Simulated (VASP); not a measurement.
Cost and result of VASP (PAW) for the bulk modulus of SrTiO₃ (cubic perovskite). Static lattice, third-order Birch-Murnaghan fit over five volumes. The cost counts the five points of the equation of state, each on the mesh and cut-off of its row, so the ratios hold those differences too. With PBE it took about 2 core-minutes. Times come from single runs on busy shared machines, so they are rough: good to a factor of about 2.

| level | k-mesh | cut-off (eV) | bulk modulus (GPa) | cost over PBE |
|---|---|---|---|---|
| PBE-D3(BJ) | 6×6×6 | 520 | 177 | within a factor of 2 |
| LDA | 7×7×7 | 520 | 200 | within a factor of 2 |
| PBEsol | 7×7×7 | 520 | ___ | within a factor of 2 |
| AM05 | 6×6×6 | 520 | 180 | within a factor of 2 |
| PBE | 7×7×7 | 520 | 169 | reference |
| rev-vdW-DF2 | 6×6×6 | 520 | 179 | within a factor of 2 |
| r2SCAN+rVV10 | 6×6×6 | 520 | ___ | ___ |

What belongs in the gaps?

- PBEsol, bulk modulus (GPa): 184
- r2SCAN+rVV10, bulk modulus (GPa): 192
- r2SCAN+rVV10, cost over PBE: about 6 times

Left out are levels that failed, ran on another kind of processor or have no fit band path; at most nine are shown.

The compound is SrTiO3 in the cubic perovskite structure, the ideal cubic form; the compound distorts at low or room temperature.
